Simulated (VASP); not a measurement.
Level of theory: PBE GGA, VASP's PBE PAW potentials (set 64) (plane waves; VASP 6.6.1).

VASP input:

File KPOINTS:
```
K-points
0
G
  10 10 10
```

**INCAR**
```
! general
SYSTEM   =  YSi
PREC     =  Accurate
ENCUT    =  400
LREAL    =  .False.
LASPH    =  .True.

! electronic loop
EDIFF    =  1E-6
NELM     =  100
ALGO     =  Normal
LMAXMIX  =  4

! smearing
ISMEAR   =  1
SIGMA    =  0.1

! functional
GGA      =  PE

! ions
IBRION   =  2
NSW      =  60
ISIF     =  3
EDIFFG   =  -0.01

! output
LWAVE    =  .False.
LCHARG   =  .False.
```

POSCAR:
```
YSi
1.0
  0.0000000000   2.9068873448   2.9068873448
  2.9068873448   0.0000000000   2.9068873448
  2.9068873448   2.9068873448   0.0000000000
Y Si
1 1
direct
  0.0000000000   0.0000000000   0.0000000000
  0.5000000000   0.5000000000   0.5000000000
```

POTCAR, in this order: Y_sv Si (PBE.64 set). Program: vasp_std.

Output of the run:

File OSZICAR:
```
       N       E                     dE             d eps       ncg     rms          rms(c)
DAV:   1     0.286963874132E+02    0.28696E+02   -0.62519E+03  1034   0.996E+02
DAV:   2    -0.115780002615E+02   -0.40274E+02   -0.38503E+02  1248   0.182E+02
DAV:   3    -0.133895401037E+02   -0.18115E+01   -0.17523E+01  1499   0.290E+01
DAV:   4    -0.134676202504E+02   -0.78080E-01   -0.77876E-01  1410   0.584E+00
DAV:   5    -0.134701532956E+02   -0.25330E-02   -0.25328E-02  1474   0.836E-01    0.275E+01
DAV:   6    -0.128651019600E+02    0.60505E+00   -0.13271E+00  1203   0.680E+00    0.187E+01
DAV:   7    -0.128341541598E+02    0.30948E-01   -0.98344E-01  1353   0.576E+00    0.361E+00
DAV:   8    -0.128115453908E+02    0.22609E-01   -0.25724E-01  1161   0.330E+00    0.404E-01
DAV:   9    -0.128099225834E+02    0.16228E-02   -0.20124E-02  1236   0.895E-01    0.208E-01
DAV:  10    -0.128095276604E+02    0.39492E-03   -0.20908E-03  1255   0.359E-01    0.172E-01
DAV:  11    -0.128095433712E+02   -0.15711E-04   -0.12550E-04  1490   0.968E-02    0.425E-02
DAV:  12    -0.128095409015E+02    0.24697E-05   -0.12389E-05  1248   0.313E-02    0.116E-02
DAV:  13    -0.128095407287E+02    0.17279E-06   -0.51074E-07   790   0.726E-03
   1 F= -.12809541E+02 E0= -.12809853E+02  d E =-.128095E+02
```

**OUTCAR**
```
------------------------ aborting loop because EDIFF is reached ----------------------------------------
  FORCE on cell =-STRESS in cart. coord.  units (eV):
  Direction    XX          YY          ZZ          XY          YZ          ZX
  --------------------------------------------------------------------------------------
  Total       -0.0129521     -0.0129521     -0.0129521     -0.0000000     -0.0000000     -0.0000000
  in kB       -0.4224115     -0.4224115     -0.4224115     -0.0000000     -0.0000000     -0.0000000
  external PRESSURE =      -0.4224115 kB  Pullay stress =       0.0000000 kB
  volume of cell :       49.13
      direct lattice vectors                 reciprocal lattice vectors
     0.000000000  2.906887345  2.906887345    -0.172005290  0.172005290  0.172005290
     2.906887345  0.000000000  2.906887345     0.172005290 -0.172005290  0.172005290
     2.906887345  2.906887345  0.000000000     0.172005290  0.172005290 -0.172005290
 POSITION                                       TOTAL-FORCE (eV/Angst)
 -----------------------------------------------------------------------------------
      0.00000      0.00000      0.00000        -0.000000     -0.000000     -0.000000
      2.90689      2.90689      2.90689         0.000000      0.000000      0.000000
 -----------------------------------------------------------------------------------
    total drift:                               -0.000000      0.000000      0.000000
  FREE ENERGIE OF THE ION-ELECTRON SYSTEM (eV)
  ---------------------------------------------------
  free  energy   TOTEN  =       -12.8095407287 eV

  energy  without entropy=      -12.8104774841  energy(sigma->0) =      -12.80985298

 reached required accuracy - stopping structural energy minimisation
```
(Selected blocks of OUTCAR.)

OUTCAR:
```
 val. band max:        3.7332131650   @ k =  -0.2000   0.1000   0.0000

 cond. band min:       3.7492596178   @ k =  -0.4000   0.5000   0.1000


 Fermi energy:         3.7387160758

 k-point     1 :       0.0000    0.0000    0.0000
  band No.  band energies     occupation
      1     -37.9493      2.00000
      2     -17.9028      2.00000
      3     -17.9028      2.00000
      4     -17.9028      2.00000
      5      -4.3145      2.00000
      6       5.5665     -0.00000
      7       5.5665     -0.00000
      8       5.5665     -0.00000
      9       6.0116      0.00000
     10       6.0116      0.00000
     11       6.0116      0.00000

 k-point     2 :       0.1000    0.0000    0.0000
  band No.  band energies     occupation
      1     -37.9481      2.00000
      2     -17.9216      2.00000
      3     -17.9049      2.00000
      4     -17.9049      2.00000
      5      -4.1759      2.00000
      6       4.6588     -0.00000
      7       4.9704     -0.00000
      8       4.9704     -0.00000
      9       5.8269      0.00000
     10       5.8269      0.00000
     11       6.3885      0.00000

 k-point     3 :       0.2000    0.0000    0.0000
  band No.  band energies     occupation
      1     -37.9451      2.00000
      2     -17.9703      2.00000
      3     -17.9102      2.00000
      4     -17.9102      2.00000
      5      -3.7789      2.00000
      6       3.3364      2.00000
      7       4.1430     -0.00000
      8       4.1430     -0.00000
      9       6.2411      0.00000
     10       6.2411      0.00000
     11       6.6228      0.00000

 k-point     4 :       0.3000    0.0000    0.0000
  band No.  band energies     occupation
      1     -37.9413      2.00000
      2     -18.0294      2.00000
      3     -17.9167      2.00000
      4     -17.9167      2.00000
      5      -3.1837      2.00000
      6       2.0458      2.00000
      7       3.5323      2.01292
      8       3.5323      2.01292
      9       6.9041      0.00000
...
```

The structure was generated: YSi was put into the rock salt type (Fm-3m), which need not be its known phase. It was relaxed first, which changed the volume by -28 %. The start is the result of an earlier pass. The electron count is odd and the run is not spin-polarised, which forces a metal.
